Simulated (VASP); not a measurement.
Output of a VASP run:

**OSZICAR**
```
       N       E                     dE             d eps       ncg     rms          rms(c)
DAV:   1     0.673300956103E+02    0.67330E+02   -0.70227E+03   856   0.117E+03
DAV:   2    -0.661754240855E+01   -0.73948E+02   -0.68203E+02   976   0.205E+02
DAV:   3    -0.868506747787E+01   -0.20675E+01   -0.20331E+01  1044   0.333E+01
DAV:   4    -0.870369846077E+01   -0.18631E-01   -0.18623E-01   964   0.370E+00
DAV:   5    -0.870398937845E+01   -0.29092E-03   -0.29091E-03  1048   0.490E-01    0.918E+00
DAV:   6    -0.753906720453E+01    0.11649E+01   -0.64798E+00   956   0.286E+01    0.402E+00
DAV:   7    -0.746710880534E+01    0.71958E-01   -0.30123E-01   884   0.650E+00    0.184E+00
DAV:   8    -0.744042895468E+01    0.26680E-01   -0.26155E-02   988   0.132E+00    0.403E-01
DAV:   9    -0.743937743154E+01    0.10515E-02   -0.37763E-03   948   0.740E-01    0.182E-01
DAV:  10    -0.743950718372E+01   -0.12975E-03   -0.24112E-04   908   0.141E-01    0.367E-02
DAV:  11    -0.743950241955E+01    0.47642E-05   -0.77600E-06  1052   0.257E-02    0.154E-02
DAV:  12    -0.743950319966E+01   -0.78010E-06   -0.23173E-06   916   0.116E-02    0.296E-03
DAV:  13    -0.743950323136E+01   -0.31708E-07   -0.30979E-07   984   0.622E-03
   1 F= -.74395032E+01 E0= -.74392085E+01  d E =-.884272E-03
```

**OUTCAR**
```
------------------------ aborting loop because EDIFF is reached ----------------------------------------
  FORCE on cell =-STRESS in cart. coord.  units (eV):
  Direction    XX          YY          ZZ          XY          YZ          ZX
  --------------------------------------------------------------------------------------
  Total        0.0641642      0.0641642      0.0641642     -0.0000000     -0.0000000      0.0000000
  in kB        1.8935620      1.8935620      1.8935620     -0.0000000     -0.0000000      0.0000000
  external PRESSURE =       1.8935620 kB  Pullay stress =       0.0000000 kB
  volume of cell :       54.29
      direct lattice vectors                 reciprocal lattice vectors
     0.000000000  3.005369478  3.005369478    -0.166368895  0.166368895  0.166368895
     3.005369478  0.000000000  3.005369478     0.166368895 -0.166368895  0.166368895
     3.005369478  3.005369478  0.000000000     0.166368895  0.166368895 -0.166368895
 POSITION                                       TOTAL-FORCE (eV/Angst)
 -----------------------------------------------------------------------------------
      1.50268      1.50268      1.50268         0.000000      0.000000      0.000000
      4.50805      4.50805      4.50805        -0.000000     -0.000000     -0.000000
      0.00000      0.00000      0.00000        -0.000000      0.000000      0.000000
 -----------------------------------------------------------------------------------
    total drift:                                0.000000     -0.000000      0.000000
  FREE ENERGIE OF THE ION-ELECTRON SYSTEM (eV)
  ---------------------------------------------------
  free  energy   TOTEN  =        -7.4395032314 eV

  energy  without entropy=       -7.4386189593  energy(sigma->0) =       -7.43920847
```
(Selected blocks of OUTCAR.)

POSCAR:
```
AuAl2
1
    0.0000000000     3.0053694776     3.0053694776
    3.0053694776     0.0000000000     3.0053694776
    3.0053694776     3.0053694776     0.0000000000
Al Au
2 1
Direct
  0.2500000000   0.2500000000   0.2500000000
  0.7500000000   0.7500000000   0.7500000000
  0.0000000000   0.0000000000   0.0000000000
```

**Question.** Write an INCAR and KPOINTS that could have produced this output.

**Answer.** One answer among several that fit: the input of the run itself, vdW-DF-cx, plane waves, VASP's PBE PAW potentials (set 64).

File KPOINTS:
```
Automatic mesh
0
Gamma
9 9 9
0 0 0
```

INCAR:
```
SYSTEM=AuAl2
PREC=Accurate; ENCUT=520; LREAL=.FALSE.
LASPH=.TRUE.
EDIFF=1E-7; NELM=100; ALGO=Normal
LMAXMIX=6
ISMEAR=1; SIGMA=0.1
GGA=CX; LUSE_VDW=.TRUE.; AGGAC=0.0
ISIF=2
LWAVE=.FALSE.; LCHARG=.FALSE.
```

POTCAR, in this order: Al Au (PBE.64 set). Program: vasp_std.

The compound is AuAl2 in the fluorite structure. It was relaxed first. The electron count is odd and the run is not spin-polarised, which forces a metal.
